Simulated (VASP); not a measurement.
Calculation: PBE GGA, VASP's PBE PAW potentials (set 64) (plane waves; VASP 6.6.1).

The input files of a VASP run:

KPOINTS:
```
Automatic
0
gamma
 14 14 14
```

File POSCAR:
```
Co
1
    2.3170220000     0.0000000000     0.0000000000
    0.0000000000     2.3170220000     0.0000000000
    0.0000000000     0.0000000000     2.3170220000
Co
1
Direct
  0.0000000000   0.0000000000   0.0000000000
```

### INCAR
```
SYSTEM = Co
PREC = Accurate
ENCUT = 400
EDIFF = 1E-6
NELM = 100
ALGO = Normal
LREAL = .FALSE.
LASPH = .TRUE.
ISMEAR = 1
SIGMA = 0.1
GGA = PE
LMAXMIX = 4
ISPIN = 1
LORBIT = 10
LWAVE = .FALSE.
LCHARG = .FALSE.
ISIF = 2
```

POTCAR, in this order: Co (PBE.64 set). Program: vasp_std.

What VASP printed:

**OUTCAR**
```
 ion  position               nearest neighbor table
   1  0.000  0.000  0.000-
  LATTYP: Found a simple cubic cell.
 ALAT       =     2.3170220000
 Subroutine PRICEL returns:
 Original cell was already a primitive cell.
 Subroutine GETGRP returns: Found 48 space group operations
The static configuration has the point symmetry O_h .
The dynamic configuration has the point symmetry O_h .
 Subroutine INISYM returns: Found 48 space group operations
 Subroutine IBZKPT returns following result:
 Found    120 irreducible k-points:

 Following reciprocal coordinates:
            Coordinates               Weight
  0.000000  0.000000  0.000000      1.000000
  0.071429  0.000000  0.000000      6.000000
  0.142857  0.000000  0.000000      6.000000
  0.214286  0.000000  0.000000      6.000000
  0.285714  0.000000  0.000000      6.000000
  0.357143  0.000000  0.000000      6.000000
  0.428571  0.000000  0.000000      6.000000
  0.500000  0.000000  0.000000      3.000000
  0.071429  0.071429  0.000000     12.000000
  0.142857  0.071429  0.000000     24.000000
  0.214286  0.071429  0.000000     24.000000
  0.285714  0.071429  0.000000     24.000000
  0.357143  0.071429  0.000000     24.000000
  0.428571  0.071429  0.000000     24.000000
  0.500000  0.071429  0.000000     12.000000
  0.142857  0.142857  0.000000     12.000000
  0.214286  0.142857  0.000000     24.000000
  0.285714  0.142857  0.000000     24.000000
  0.357143  0.142857  0.000000     24.000000
  0.428571  0.142857  0.000000     24.000000
  0.500000  0.142857  0.000000     12.000000
  0.214286  0.214286  0.000000     12.000000
  0.285714  0.214286  0.000000     24.000000
  0.357143  0.214286  0.000000     24.000000
  0.428571  0.214286  0.000000     24.000000
...
```

**OSZICAR**
```
       N       E                     dE             d eps       ncg     rms          rms(c)
DAV:   1     0.146168157161E+02    0.14617E+02   -0.34648E+03  1936   0.103E+03
DAV:   2    -0.669527542359E+01   -0.21312E+02   -0.21026E+02  1992   0.137E+02
DAV:   3    -0.688882032635E+01   -0.19354E+00   -0.19346E+00  2608   0.181E+01
DAV:   4    -0.689244761664E+01   -0.36273E-02   -0.36265E-02  2576   0.191E+00
DAV:   5    -0.689251276299E+01   -0.65146E-04   -0.65146E-04  2624   0.172E-01    0.819E+00
DAV:   6    -0.626727515744E+01    0.62524E+00   -0.14853E+01  2040   0.630E+01    0.413E+00
DAV:   7    -0.600321289342E+01    0.26406E+00   -0.22761E+00  1960   0.236E+01    0.115E+00
DAV:   8    -0.599323292396E+01    0.99800E-02   -0.14424E-02  2824   0.135E+00    0.391E-01
DAV:   9    -0.599167944194E+01    0.15535E-02   -0.23666E-03  2696   0.386E-01    0.447E-02
DAV:  10    -0.599168824295E+01   -0.88010E-05   -0.12681E-05  2208   0.564E-02    0.853E-03
DAV:  11    -0.599168848289E+01   -0.23993E-06   -0.23531E-06  1240   0.171E-02
   1 F= -.59916885E+01 E0= -.59916303E+01  d E =-.174438E-03
```

File OUTCAR:
```
------------------------ aborting loop because EDIFF is reached ----------------------------------------
  FORCE on cell =-STRESS in cart. coord.  units (eV):
  Direction    XX          YY          ZZ          XY          YZ          ZX
  --------------------------------------------------------------------------------------
  Total       -0.6893917     -0.6893917     -0.6893917     -0.0000000      0.0000000      0.0000000
  in kB      -88.7945184    -88.7945184    -88.7945184     -0.0000000      0.0000000      0.0000000
  external PRESSURE =     -88.7945184 kB  Pullay stress =       0.0000000 kB
  volume of cell :       12.44
      direct lattice vectors                 reciprocal lattice vectors
     2.317022000  0.000000000  0.000000000     0.431588479  0.000000000  0.000000000
     0.000000000  2.317022000  0.000000000     0.000000000  0.431588479  0.000000000
     0.000000000  0.000000000  2.317022000     0.000000000  0.000000000  0.431588479
 POSITION                                       TOTAL-FORCE (eV/Angst)
 -----------------------------------------------------------------------------------
      0.00000      0.00000      0.00000         0.000000      0.000000      0.000000
 -----------------------------------------------------------------------------------
    total drift:                                0.000000     -0.000000      0.000000
  FREE ENERGIE OF THE ION-ELECTRON SYSTEM (eV)
  ---------------------------------------------------
  free  energy   TOTEN  =        -5.9916884829 eV

  energy  without entropy=       -5.9915140447  energy(sigma->0) =       -5.99163034

 total charge

# of ion       s       p       d       tot
------------------------------------------
    1        0.489   0.389   7.345   8.223
```
(Selected blocks of OUTCAR.)

The structure was generated: Co was put into the simple-cubic type (Pm-3m), which need not be its known phase. The cell was not relaxed at this level. The run is one of a series of settings (ISPIN = 1, the spin start removed against the base run), some of them coarse on purpose. The run is not spin-polarised, so no magnetic state was tried.
